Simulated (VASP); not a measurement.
# GeMo with PBE + D3(BJ): from relaxation to properties, part 4 of 5

What structure does GeMo take at this level, and what are its properties? The cell is invented: it takes the structure of a Materials Project entry for TiMo (space group 65 there), with some of its atoms replaced by other elements, volume scaled by an estimate. It may not be a known or stable phase.

VASP 6.6.1; PBE with D3(BJ); plane waves and PAW (Mo_sv, Ge_d); invented cell.

Still holding for the runs below: The k-mesh is coarse for a metal.

So far. Step 6 (Bands along the symmetry lines (PBE + D3(BJ))): There is no gap at this level. Step 7 (Total and projected DOS (PBE + D3(BJ))): The finer mesh and the other smearing move the Fermi level by +0.01 eV from the 10×10×7 run, a small shift, which tests the Fermi level alone. Of the states within 0.3 eV of the Fermi level, the largest shares in the PAW spheres are Mo d 73 %. The rest lies in smaller channels or between the spheres.

## (9) Volume scan with PBE + D3(BJ)

An equation of state needs energies on both sides of the minimum, all on one mesh and cutoff.

Input file INCAR:

```
SYSTEM = GeMo
PREC = Accurate
ENCUT = 410
EDIFF = 1E-06
NELM = 100
ISMEAR = 0
SIGMA = 0.05
LREAL = .FALSE.
ALGO = Normal
GGA = PE
IVDW = 12
NBANDS = 20
LORBIT = 11
LWAVE = .FALSE.
LCHARG = .FALSE.
ISIF = 2
```

Input file POSCAR:

```
GeMo
1.0
    1.5738519892     -2.3009973559      0.0000000000
    1.5738519892      2.3009973559      0.0000000000
    0.0000000000      0.0000000000      3.9567467959
Mo Ge
1 1
Direct
    0.0000000000      0.0000000000      0.0000000000
    0.5000000000      0.5000000000      0.5000000000
```

Input file KPOINTS:

```
Automatic mesh
0
Gamma
10 10 7
0 0 0
```

Potentials, in the order of the species: Mo_sv and Ge_d (PBE family, release 64).

On the command line:

```bash
$ mpirun -np 1 vasp_std
```

Output:

```text
[... set-up lines as in an earlier step ...]
 entering main loop
       N       E                     dE             d eps       ncg     rms          rms(c)
DAV:   1     0.196566553481E+03    0.19657E+03   -0.12859E+04  6016   0.296E+03
DAV:   2     0.701432729238E+00   -0.19587E+03   -0.18917E+03  5144   0.572E+02
DAV:   3    -0.151585150234E+02   -0.15860E+02   -0.15462E+02  5528   0.111E+02
DAV:   4    -0.154732160471E+02   -0.31470E+00   -0.31404E+00  5512   0.163E+01
DAV:   5    -0.154768869608E+02   -0.36709E-02   -0.36707E-02  5592   0.199E+00    0.171E+01
DAV:   6    -0.149623927478E+02    0.51449E+00   -0.17992E+00  5364   0.100E+01    0.496E+00
DAV:   7    -0.148929960046E+02    0.69397E-01   -0.16971E-01  6320   0.507E+00    0.281E+00
DAV:   8    -0.148751460484E+02    0.17850E-01   -0.40033E-02  5436   0.187E+00    0.304E-01
DAV:   9    -0.148742255990E+02    0.92045E-03   -0.26584E-03  5940   0.802E-01    0.831E-02
DAV:  10    -0.148742371492E+02   -0.11550E-04   -0.97388E-05  5640   0.101E-01    0.386E-02
DAV:  11    -0.148742365411E+02    0.60809E-06   -0.33160E-05  6612   0.944E-02    0.700E-03
DAV:  12    -0.148742366395E+02   -0.98422E-07   -0.20682E-06  3664   0.184E-02
   1 F= -.16100710E+02 E0= -.16099852E+02  d E =-.171516E-02
```

It took 43 s on 1 MPI rank of AMD EPYC 7R43, shared host; peak memory 0.14 GiB.

Parts of OUTCAR (step 9):

```text
   ENCUT  =  410.0 eV  30.13 Ry    5.49 a.u.   4.60  4.60  6.53*2*pi/ulx,y,z

   NELECT =      28.0000    total number of electrons

 E-fermi :  12.2315

 k-point     1 :       0.0000    0.0000    0.0000
  band No.  band energies     occupation
    ...
      9     -12.6959      2.00000
     10      -1.3005      2.00000
     11       7.6425      2.00000
     12       9.6708      2.00000
     13       9.6709      2.00000
     14      12.4653      0.00000
     15      12.7144      0.00000
     16      13.8387      0.00000
     17      18.4200      0.00000
     18      18.4854      0.00000
    ...

 Edisp (eV)   -1.22647

  Total       2.63835     2.06526     2.78232     0.00000     0.00000     0.00000
  in kB     147.50071   115.46135   155.54973     0.00000     0.00000     0.00000
  external pressure =      139.50 kB  Pullay stress =        0.00 kB

 POSITION                                       TOTAL-FORCE (eV/Angst)
 -----------------------------------------------------------------------------------
      0.00000      0.00000      0.00000        -0.000000     -0.000000      0.000000
      1.57385      0.00000      1.97837         0.000000      0.000000      0.000000
 -----------------------------------------------------------------------------------
    total drift:                               -0.000000     -0.000000     -0.000000

  FREE ENERGIE OF THE ION-ELECTRON SYSTEM (eV)
  ---------------------------------------------------
  free  energy   TOTEN  =       -16.1007099894 eV

  energy  without entropy=      -16.0989948306  energy(sigma->0) =      -16.09985241

[... 2 parts as in an earlier step ...]

[... 14 further parts left out ...]
```

The scan keeps the cell's shape and the fractional positions fixed.

This step gave:

| Item | Value |
| --- | --- |
| free energy (TOTEN) | -16.10 eV |
| energy at zero smearing | -16.10 eV |
| Fermi energy | 12.23 eV |
| pressure | 13.95 GPa |

The pressure here is 13.95 GPa.

## (10) Volume scan with PBE + D3(BJ) (run 2)

INCAR is that of step 9.

Input file POSCAR:

```
GeMo
1.0
    1.5849358191     -2.3172020965      0.0000000000
    1.5849358191      2.3172020965      0.0000000000
    0.0000000000      0.0000000000      3.9846121281
Mo Ge
1 1
Direct
    0.0000000000      0.0000000000      0.0000000000
    0.5000000000      0.5000000000      0.5000000000
```

KPOINTS is that of step 9.

On the command line:

```bash
$ mpirun -np 1 vasp_std
```

Output:

```text
[... set-up lines as in an earlier step ...]
 entering main loop
       N       E                     dE             d eps       ncg     rms          rms(c)
DAV:   1     0.196279119322E+03    0.19628E+03   -0.12776E+04  6020   0.294E+03
DAV:   2     0.685634239785E+00   -0.19559E+03   -0.18922E+03  5136   0.573E+02
DAV:   3    -0.152441338669E+02   -0.15930E+02   -0.15568E+02  5544   0.111E+02
DAV:   4    -0.155600295274E+02   -0.31590E+00   -0.31490E+00  5480   0.162E+01
DAV:   5    -0.155638256043E+02   -0.37961E-02   -0.37959E-02  5580   0.204E+00    0.163E+01
DAV:   6    -0.150356112031E+02    0.52821E+00   -0.19175E+00  5368   0.102E+01    0.452E+00
DAV:   7    -0.149663718937E+02    0.69239E-01   -0.18001E-01  6300   0.504E+00    0.269E+00
DAV:   8    -0.149479316322E+02    0.18440E-01   -0.41950E-02  5436   0.190E+00    0.306E-01
DAV:   9    -0.149470174433E+02    0.91419E-03   -0.26131E-03  5828   0.782E-01    0.891E-02
DAV:  10    -0.149470313319E+02   -0.13889E-04   -0.11030E-04  5736   0.108E-01    0.382E-02
DAV:  11    -0.149470307013E+02    0.63062E-06   -0.31421E-05  6648   0.901E-02    0.725E-03
DAV:  12    -0.149470308510E+02   -0.14969E-06   -0.20143E-06  3580   0.152E-02
   1 F= -.16146867E+02 E0= -.16146066E+02  d E =-.160183E-02
```

Elapsed: 57 s, on 1 MPI rank; peak memory 0.14 GiB.

Parts of OUTCAR (step 10):

```text
   ENCUT  =  410.0 eV  30.13 Ry    5.49 a.u.   4.64  4.64  6.58*2*pi/ulx,y,z

   NELECT =      28.0000    total number of electrons

 E-fermi :  11.9031

 k-point     1 :       0.0000    0.0000    0.0000
  band No.  band energies     occupation
    ...
      9     -12.9980      2.00000
     10      -1.4511      2.00000
     11       7.4176      2.00000
     12       9.3687      2.00000
     13       9.4203      2.00000
     14      12.1389      0.00000
     15      12.3717      0.00000
     16      13.4693      0.00000
     17      17.9516      0.00000
     18      17.9663      0.00000
    ...

 Edisp (eV)   -1.19984

  Total       1.69590     1.32865     1.79007     0.00000     0.00000     0.00000
  in kB      92.83678    72.73246    97.99151     0.00000     0.00000     0.00000
  external pressure =       87.85 kB  Pullay stress =        0.00 kB

 POSITION                                       TOTAL-FORCE (eV/Angst)
 -----------------------------------------------------------------------------------
      0.00000      0.00000      0.00000         0.000000      0.000000      0.000000
      1.58494      0.00000      1.99231        -0.000000      0.000000      0.000000
 -----------------------------------------------------------------------------------
    total drift:                                0.000000      0.000000      0.000000

  FREE ENERGIE OF THE ION-ELECTRON SYSTEM (eV)
  ---------------------------------------------------
  free  energy   TOTEN  =       -16.1468666151 eV

  energy  without entropy=      -16.1452647882  energy(sigma->0) =      -16.14606570

[... 4 parts as in an earlier step ...]

[... 12 further parts left out ...]
```

Numbers from this step:

- free energy (TOTEN): -16.15 eV
- energy at zero smearing: -16.15 eV
- Fermi energy: 11.90 eV
- pressure: 8.785 GPa

The pressure falls from 13.95 to 8.79 GPa.

The run ends at a pressure of 8.79 GPa.

## (11) Volume scan with PBE + D3(BJ) (run 3)

INCAR is that of step 10.

Input file POSCAR:

```
GeMo
1.0
    1.5958667564     -2.3331833056      0.0000000000
    1.5958667564      2.3331833056      0.0000000000
    0.0000000000      0.0000000000      4.0120930801
Mo Ge
1 1
Direct
    0.0000000000      0.0000000000      0.0000000000
    0.5000000000      0.5000000000      0.5000000000
```

KPOINTS is that of step 10.

On the command line:

```bash
$ mpirun -np 1 vasp_std
```

Output:

```text
[... set-up lines as in an earlier step ...]
 entering main loop
       N       E                     dE             d eps       ncg     rms          rms(c)
DAV:   1     0.188766406782E+03    0.18877E+03   -0.12803E+04  6036   0.292E+03
DAV:   2    -0.150633805599E+00   -0.18892E+03   -0.18231E+03  5128   0.554E+02
DAV:   3    -0.153219293193E+02   -0.15171E+02   -0.14808E+02  5588   0.109E+02
DAV:   4    -0.156270781186E+02   -0.30515E+00   -0.30460E+00  5492   0.160E+01
[...]
DAV:  10    -0.149998821273E+02   -0.15331E-04   -0.12397E-04  5888   0.117E-01    0.380E-02
DAV:  11    -0.149998816159E+02    0.51138E-06   -0.32463E-05  6612   0.908E-02    0.752E-03
DAV:  12    -0.149998817316E+02   -0.11575E-06   -0.21102E-06  3672   0.151E-02
   1 F= -.16174186E+02 E0= -.16173439E+02  d E =-.149445E-02
```

Run time: 50 s. Hardware: 1 MPI rank; peak memory 0.15 GiB.

Parts of OUTCAR (step 11):

```text
 Edisp (eV)   -1.17430

  Total       0.81247     0.64383     0.86153     0.00000     0.00000     0.00000
  in kB      43.56831    34.52507    46.19918     0.00000     0.00000     0.00000
  external pressure =       41.43 kB  Pullay stress =        0.00 kB

 POSITION                                       TOTAL-FORCE (eV/Angst)
 -----------------------------------------------------------------------------------
      0.00000      0.00000      0.00000        -0.000000     -0.000000      0.000000
      1.59587      0.00000      2.00605         0.000000      0.000000      0.000000
 -----------------------------------------------------------------------------------
    total drift:                                0.000000      0.000000      0.000000

  FREE ENERGIE OF THE ION-ELECTRON SYSTEM (eV)
  ---------------------------------------------------
  free  energy   TOTEN  =       -16.1741864758 eV

  energy  without entropy=      -16.1726920229  energy(sigma->0) =      -16.17343925

[... 1 part as in an earlier step ...]

[... 2 further parts left out ...]
[key lines of the parts left out:]
E-fermi :  11.5881
```

The pressure falls from 8.79 to 4.14 GPa.

The run ends at a pressure of 4.14 GPa.

## (12) Volume scan with PBE + D3(BJ) (run 4)

INCAR is that of step 11.

Input file POSCAR:

```
GeMo
1.0
    1.6066499670     -2.3489485359      0.0000000000
    1.6066499670      2.3489485359      0.0000000000
    0.0000000000      0.0000000000      4.0392026395
Mo Ge
1 1
Direct
    0.0000000000      0.0000000000      0.0000000000
    0.5000000000      0.5000000000      0.5000000000
```

KPOINTS is that of step 11.

On the command line:

```bash
$ mpirun -np 1 vasp_std
```

Output:

```text
[... set-up lines as in an earlier step ...]
 entering main loop
       N       E                     dE             d eps       ncg     rms          rms(c)
[... 12 cycles as in an earlier step ...]
   1 F= -.16184601E+02 E0= -.16183882E+02  d E =-.143799E-02
```

The job ended after 45 s (1 MPI rank; peak memory 0.14 GiB).

Parts of OUTCAR (step 12):

```text
 Edisp (eV)   -1.14982

[... 6 parts as in an earlier step ...]

[... 1 further part left out ...]
[key lines of the parts left out:]
E-fermi :  11.2857
```

The pressure falls from 4.14 to -0.03 GPa.

The run ends at a pressure of -0.03 GPa.

## (13) Volume scan with PBE + D3(BJ) (run 5)

INCAR is that of step 12.

Input file POSCAR:

```
GeMo
1.0
    1.6172903431     -2.3645049398      0.0000000000
    1.6172903431      2.3645049398      0.0000000000
    0.0000000000      0.0000000000      4.0659531054
Mo Ge
1 1
Direct
    0.0000000000      0.0000000000      0.0000000000
    0.5000000000      0.5000000000      0.5000000000
```

KPOINTS is that of step 12.

On the command line:

```bash
$ mpirun -np 1 vasp_std
```

Output:

```text
[... set-up lines as in an earlier step ...]
 entering main loop
       N       E                     dE             d eps       ncg     rms          rms(c)
DAV:   1     0.196231426018E+03    0.19623E+03   -0.12799E+04  5948   0.290E+03
DAV:   2     0.454656615230E+00   -0.19578E+03   -0.18980E+03  5216   0.566E+02
DAV:   3    -0.153984148719E+02   -0.15853E+02   -0.15497E+02  5528   0.111E+02
DAV:   4    -0.157086728536E+02   -0.31026E+00   -0.30904E+00  5576   0.163E+01
[...]
DAV:  10    -0.150537106120E+02   -0.16678E-04   -0.15082E-04  6272   0.138E-01    0.376E-02
DAV:  11    -0.150537107698E+02   -0.15777E-06   -0.34334E-05  6580   0.918E-02    0.779E-03
DAV:  12    -0.150537107594E+02    0.10361E-07   -0.22879E-06  3744   0.158E-02
   1 F= -.16180031E+02 E0= -.16179304E+02  d E =-.145362E-02
```

Wall time 46 s (1 MPI rank); peak memory 0.15 GiB.

OUTCAR, selected parts (step 13):

```text
 Edisp (eV)   -1.12632

  Total      -0.78348    -0.58310    -0.81805     0.00000     0.00000     0.00000
  in kB     -40.36603   -30.04224   -42.14727     0.00000     0.00000     0.00000
  external pressure =      -37.52 kB  Pullay stress =        0.00 kB

 POSITION                                       TOTAL-FORCE (eV/Angst)
 -----------------------------------------------------------------------------------
      0.00000      0.00000      0.00000        -0.000000      0.000000      0.000000
      1.61729      0.00000      2.03298         0.000000     -0.000000      0.000000
 -----------------------------------------------------------------------------------
    total drift:                                0.000000      0.000000      0.000000

  FREE ENERGIE OF THE ION-ELECTRON SYSTEM (eV)
  ---------------------------------------------------
  free  energy   TOTEN  =       -16.1800306785 eV

  energy  without entropy=      -16.1785770547  energy(sigma->0) =      -16.17930387

[... 1 part as in an earlier step ...]

[... 2 further parts left out ...]
[key lines of the parts left out:]
E-fermi :  10.9948
```

The pressure falls from -0.03 to -3.75 GPa.

The run ends at a pressure of -3.75 GPa.

## (14) Volume scan with PBE + D3(BJ) (run 6)

INCAR is that of step 13.

Input file POSCAR:

```
GeMo
1.0
    1.6277925227     -2.3798592982      0.0000000000
    1.6277925227      2.3798592982      0.0000000000
    0.0000000000      0.0000000000      4.0923561381
Mo Ge
1 1
Direct
    0.0000000000      0.0000000000      0.0000000000
    0.5000000000      0.5000000000      0.5000000000
```

KPOINTS is that of step 13.

On the command line:

```bash
$ mpirun -np 1 vasp_std
```

Output:

```text
[... set-up lines as in an earlier step ...]
 entering main loop
       N       E                     dE             d eps       ncg     rms          rms(c)
DAV:   1     0.197665972301E+03    0.19767E+03   -0.12841E+04  5956   0.287E+03
DAV:   2     0.642017349383E+00   -0.19702E+03   -0.19103E+03  5180   0.569E+02
DAV:   3    -0.153927466988E+02   -0.16035E+02   -0.15680E+02  5560   0.111E+02
DAV:   4    -0.157268944645E+02   -0.33415E+00   -0.33336E+00  5480   0.168E+01
[...]
DAV:  10    -0.150582868640E+02   -0.17129E-04   -0.16426E-04  6428   0.148E-01    0.378E-02
DAV:  11    -0.150582875879E+02   -0.72390E-06   -0.34382E-05  6512   0.911E-02    0.771E-03
DAV:  12    -0.150582874904E+02    0.97482E-07   -0.22618E-06  3732   0.156E-02
   1 F= -.16162038E+02 E0= -.16161266E+02  d E =-.154393E-02
```

It took 51 s on 1 MPI rank; peak memory 0.14 GiB.

From OUTCAR (step 14):

```text
 Edisp (eV)   -1.10375

  Total      -1.49950    -1.13225    -1.57040     0.00000     0.00000     0.00000
  in kB     -75.77080   -57.21339   -79.35371     0.00000     0.00000     0.00000
  external pressure =      -70.78 kB  Pullay stress =        0.00 kB

 POSITION                                       TOTAL-FORCE (eV/Angst)
 -----------------------------------------------------------------------------------
      0.00000      0.00000      0.00000        -0.000000      0.000000      0.000000
      1.62779      0.00000      2.04618         0.000000      0.000000      0.000000
 -----------------------------------------------------------------------------------
    total drift:                                0.000000      0.000000      0.000000

  FREE ENERGIE OF THE ION-ELECTRON SYSTEM (eV)
  ---------------------------------------------------
  free  energy   TOTEN  =       -16.1620375655 eV

  energy  without entropy=      -16.1604936363  energy(sigma->0) =      -16.16126560

[... 1 part as in an earlier step ...]

[... 2 further parts left out ...]
[key lines of the parts left out:]
E-fermi :  10.7144
```

The pressure falls from -3.75 to -7.08 GPa.

The run ends at a pressure of -7.08 GPa.

## (15) Volume scan with PBE + D3(BJ) (run 7)

A prediction first. A parabola through the 6 pressures of evenly scaled cells so far, P = -0.03 -197.5 t +458 t² GPa with t = ln(V/V₁) and V₁ the volume at scale 1, gives -9.98 GPa at t = +0.0583.

INCAR is that of step 14.

Input file POSCAR:

```
GeMo
1.0
    1.6381609075     -2.3950180464      0.0000000000
    1.6381609075      2.3950180464      0.0000000000
    0.0000000000      0.0000000000      4.1184228036
Mo Ge
1 1
Direct
    0.0000000000      0.0000000000      0.0000000000
    0.5000000000      0.5000000000      0.5000000000
```

KPOINTS is that of step 14.

On the command line:

```bash
$ mpirun -np 1 vasp_std
```

Output:

```text
[... set-up lines as in an earlier step ...]
 entering main loop
       N       E                     dE             d eps       ncg     rms          rms(c)
DAV:   1     0.201242054176E+03    0.20124E+03   -0.12853E+04  5920   0.286E+03
DAV:   2     0.100288779165E+01   -0.20024E+03   -0.19402E+03  5120   0.571E+02
DAV:   3    -0.153829303089E+02   -0.16386E+02   -0.15977E+02  5572   0.112E+02
DAV:   4    -0.157318877434E+02   -0.34896E+00   -0.34577E+00  5500   0.170E+01
[...]
DAV:  10    -0.150498531965E+02   -0.17343E-04   -0.18003E-04  6632   0.160E-01    0.379E-02
DAV:  11    -0.150498546019E+02   -0.14054E-05   -0.34157E-05  6464   0.901E-02    0.755E-03
DAV:  12    -0.150498544173E+02    0.18461E-06   -0.22110E-06  3628   0.154E-02
   1 F= -.16131916E+02 E0= -.16131064E+02  d E =-.170375E-02
```

The job ended after 47 s (1 MPI rank; peak memory 0.15 GiB).

Parts of OUTCAR (step 15):

```text
 Edisp (eV)   -1.08206

  Total      -2.16666    -1.64469    -2.26918     0.00000     0.00000     0.00000
  in kB    -107.41751   -81.53937  -112.50007     0.00000     0.00000     0.00000
  external pressure =     -100.49 kB  Pullay stress =        0.00 kB

 POSITION                                       TOTAL-FORCE (eV/Angst)
 -----------------------------------------------------------------------------------
      0.00000      0.00000      0.00000         0.000000     -0.000000      0.000000
      1.63816      0.00000      2.05921        -0.000000      0.000000      0.000000
 -----------------------------------------------------------------------------------
    total drift:                                0.000000      0.000000      0.000000

  FREE ENERGIE OF THE ION-ELECTRON SYSTEM (eV)
  ---------------------------------------------------
  free  energy   TOTEN  =       -16.1319159520 eV

  energy  without entropy=      -16.1302122024  energy(sigma->0) =      -16.13106408

[... 1 part as in an earlier step ...]

[... 2 further parts left out ...]
[key lines of the parts left out:]
E-fermi :  10.4434
```

The pressure falls from -7.08 to -10.05 GPa. The parabola predicted -9.98 GPa, +0.07 GPa off.

## (16) The series together

Times are for 1 MPI rank of AMD EPYC 7R43, shared host. Results by setting:

| no. | volume scale | energy above the lowest point (meV/atom) | pressure (GPa) | time | memory (GiB) |
| --- | --- | --- | --- | --- | --- |
| 1 | 0.94 | 42.01 | 13.95 | 43 s | 0.14 |
| 2 | 0.96 | 18.91 | 8.785 | 57 s | 0.14 |
| 3 | 0.98 | 5.22 | 4.143 | 50 s | 0.15 |
| 4 | 1 | 0 | -0.02516 | 45 s | 0.14 |
| 5 | 1.02 | 2.29 | -3.752 | 46 s | 0.15 |
| 6 | 1.04 | 11.31 | -7.078 | 51 s | 0.14 |
| 7 | 1.06 | 26.41 | -10.05 | 47 s | 0.15 |

(Part 4 of 5 ends here.)

[Lines on the potential files, build, host, timing and source positions are cut from VASP's logs without a mark.]

[Logs are printed without paths, hosts, clocks, repeated set-up lines and the standing remarks that a program may print on its own settings, such as how far it seeks lower states.]

[Hosts, paths, dates, database ids (printed as entryN), source tags and the programs' standing remarks are cut or masked in the printed files.]

[A measured line is paired with the nearest computed mode of its activity, which favours agreement.]
